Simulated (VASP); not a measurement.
The input files of a VASP run:

**POSCAR**
```
AlN
1.0
  0.0000000000   2.1821277343   2.1821277343
  2.1821277343   0.0000000000   2.1821277343
  2.1821277343   2.1821277343   0.0000000000
Al N
1 1
Direct
  0.0000000000   0.0000000000   0.0000000000
  0.2500000000   0.2500000000   0.2500000000
```

### INCAR
```
SYSTEM = AlN
PREC = Accurate; ENCUT = 620; LREAL = .False.
LASPH = .True.
EDIFF = 1E-6; NELM = 100; ALGO = Normal
ISMEAR = 0; SIGMA = 0.05
GGA = PE
IBRION = 2; NSW = 40; ISIF = 3
EDIFFG = -0.02; PSTRESS = 50
LWAVE = .False.; LCHARG = .False.
```

File KPOINTS:
```
kpoints
0
gamma
 10 10 10
```

POTCAR, in this order: Al N (PBE.64 set). Program: vasp_std.

**Question.** Write an equivalent input for Ansatz.

**Answer.** One equivalent input (not run):
Ansatz 0.2 input:
```yaml
crystal:
  lattice:
    - [0.0000000, 2.1821277, 2.1821277]
    - [2.1821277, 0.0000000, 2.1821277]
    - [2.1821277, 2.1821277, 0.0000000]
  atoms:
    - { symbol: Al, position: [0.0000000, 0.0000000, 0.0000000] }
    - { symbol: N, position: [0.2500000, 0.2500000, 0.2500000] }
kpoints:
  mp_grid: { grid: [10, 10, 10] }
hamiltonian:
  xc: pbe
  pseudopotentials: { kind: paw }
scf:
  occupations: { method: gaussian, width: 0.05 }
  max_iter: 100
relax:
  max_steps: 40
  f_tol: 0.02
  cell: { p_target: 5 }
output: { forces: true, stress: true, eigenvalues: true }
```
What does not carry over: each code has its own PAW files, so the cut-off isn't converted (ENCUT is set for VASP's; basis.ecutwfc is left out, and Ansatz then takes the one that its files recommend); Ansatz stops its SCF on the density residual and VASP on the energy change (EDIFF).

The compound is AlN in the zinc blende structure, a metastable form; wurtzite is the usual one. It was relaxed first under an external pressure of 5 GPa.
